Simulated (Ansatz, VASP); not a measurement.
**KNaICl: VASP beside Ansatz**

```
CELL_PARAMETERS angstrom
4.32045 0.00000 0.00000
0.00000 4.32045 0.00000
0.00000 0.00000 6.49942
ATOMIC_POSITIONS crystal
K 0.50000 0.50000 0.50000
Na 0.00000 0.00000 0.00000
I 0.50000 0.50000 0.00000
Cl 0.00000 0.00000 0.50000
```

Alike in both runs: functional LDA; k mesh 6 × 6 × 4; occupations gaussian, width 0.02 eV; no spin polarisation.

Ansatz relaxed the structure, and its values are those at the end. VASP's run is a single point on that final structure, the one shown.

|  | VASP | Ansatz |
| --- | --- | --- |
| version | VASP 6.6.1 | Ansatz 0.2.0 |
| potentials or method | VASP PAW LDA potentials, release 64 (K_sv, Na_pv, I, Cl) | scalar-relativistic, plane waves, PAW |
| plane-wave cutoff (eV) | 520 | 520 |
| valence electrons in the cell | 30 | 42 |

|  | VASP | Ansatz | Ansatz less VASP |
| --- | --- | --- | --- |
| gap on the k mesh at the Fermi level (eV) | 4.01 | 4.00 | -0.008 |
| least direct gap on the mesh (eV) | 4.05 | 4.04 | -0.008 |
| pressure (GPa) | 0.1 | 0.0 | -0.06 |

The two sets of potentials don't hold the same shells in valence.

Caveats: spin-orbit coupling is left out, which moves the levels of the heavy elements. A k mesh can miss the band edges.
